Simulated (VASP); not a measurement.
Output of a VASP run:

**OSZICAR**
```
       N       E                     dE             d eps       ncg     rms          rms(c)
DAV:   1     0.183369026231E+03    0.18337E+03   -0.17145E+04   736   0.111E+03
DAV:   2    -0.452082607862E+01   -0.18789E+03   -0.18450E+03   842   0.293E+02
DAV:   3    -0.251422408888E+02   -0.20621E+02   -0.20173E+02  1220   0.528E+01
DAV:   4    -0.263748265047E+02   -0.12326E+01   -0.12218E+01  1016   0.143E+01
DAV:   5    -0.264132026487E+02   -0.38376E-01   -0.38273E-01  1068   0.236E+00    0.453E+01
DAV:   6    -0.258040810658E+02    0.60912E+00   -0.86040E-01   784   0.537E+00    0.278E+01
DAV:   7    -0.257182330279E+02    0.85848E-01   -0.16232E+00   882   0.677E+00    0.249E+00
DAV:   8    -0.257011371179E+02    0.17096E-01   -0.30369E-01   904   0.274E+00    0.145E+00
DAV:   9    -0.257001437776E+02    0.99334E-03   -0.10275E-02  1094   0.524E-01    0.503E-01
DAV:  10    -0.257000012563E+02    0.14252E-03   -0.40656E-03  1004   0.435E-01    0.434E-01
DAV:  11    -0.256998943921E+02    0.10686E-03   -0.11796E-03  1024   0.227E-01    0.114E-01
DAV:  12    -0.256999025985E+02   -0.82065E-05   -0.12366E-04   984   0.705E-02    0.554E-02
DAV:  13    -0.256998994216E+02    0.31770E-05   -0.81196E-06   872   0.172E-02    0.254E-02
DAV:  14    -0.256998989576E+02    0.46398E-06   -0.34031E-06   644   0.159E-02
   1 F= -.25699899E+02 E0= -.25697122E+02  d E =-.833150E-02
```

**OUTCAR**
```
------------------------ aborting loop because EDIFF is reached ----------------------------------------
  FORCE on cell =-STRESS in cart. coord.  units (eV):
  Direction    XX          YY          ZZ          XY          YZ          ZX
  --------------------------------------------------------------------------------------
  Total        0.5194434      0.5194435      0.3802055     -0.0000001      0.0000000     -0.0000000
  in kB        6.5855072      6.5855088      4.8202477     -0.0000011      0.0000000     -0.0000000
  external PRESSURE =       5.9970879 kB  Pullay stress =       0.0000000 kB
  volume of cell :      126.37
      direct lattice vectors                 reciprocal lattice vectors
     3.566179000  0.000000000  0.000000000     0.280412172  0.161896068  0.000000000
    -1.783090000  3.088402000  0.000000000     0.000000000  0.323792045  0.000000000
     0.000000000  0.000000000 11.474205000     0.000000000  0.000000000  0.087152007
 POSITION                                       TOTAL-FORCE (eV/Angst)
 -----------------------------------------------------------------------------------
      0.00000      0.00000      0.00000         0.000000      0.000000     -0.000000
      0.00000      0.00000      5.73710        -0.000000      0.000000     -0.000000
     -0.00000      2.05894      2.86855        -0.000000      0.000000     -0.000000
      1.78309      1.02947      8.60565         0.000000     -0.000000      0.000000
 -----------------------------------------------------------------------------------
    total drift:                                0.000000     -0.000000      0.000000
  FREE ENERGIE OF THE ION-ELECTRON SYSTEM (eV)
  ---------------------------------------------------
  free  energy   TOTEN  =       -25.6998989576 eV

  energy  without entropy=      -25.6915674584  energy(sigma->0) =      -25.69712179
```
(Selected blocks of OUTCAR.)

POSCAR:
```
Y
1
    3.5661790000     0.0000000000     0.0000000000
   -1.7830900000     3.0884020000     0.0000000000
    0.0000000000     0.0000000000    11.4742050000
Y
4
Direct
  0.0000000000   0.0000000000   0.0000000000
  0.0000000000   0.0000000000   0.5000000000
  0.3333330000   0.6666670000   0.2500000000
  0.6666670000   0.3333330000   0.7500000000
```

Write an INCAR and KPOINTS that could have produced this output.

Several could match; the one computed here: the input of the run itself, PBE GGA, plane waves, VASP's PBE PAW potentials (set 64).

KPOINTS:
```
K-points
0
Gamma
  6 6 2
0 0 0
```

**INCAR**
```
SYSTEM=Y
PREC=Accurate; ENCUT=300; LREAL=.FALSE.
LASPH=.TRUE.
EDIFF=1E-6; NELM=100; ALGO=Normal
LMAXMIX=4
ISMEAR=1; SIGMA=0.2
GGA=PE
ISIF=2
LWAVE=.FALSE.; LCHARG=.FALSE.
```

POTCAR, in this order: Y_sv (PBE.64 set). Program: vasp_std.

At this cut-off the stress carries a Pulay error, which pulls relaxed volumes low.

The structure was generated: Y was put into an ordered model structure, which need not be its known phase. The cell was not relaxed at this level. The k-mesh is coarse (spacing up to 0.34 per Å, 2π included), so the numbers may not be converged in it. The run is one of a series of settings (KPOINTS 6×6×2 Γ-centred mesh against the base run), some of them coarse on purpose.
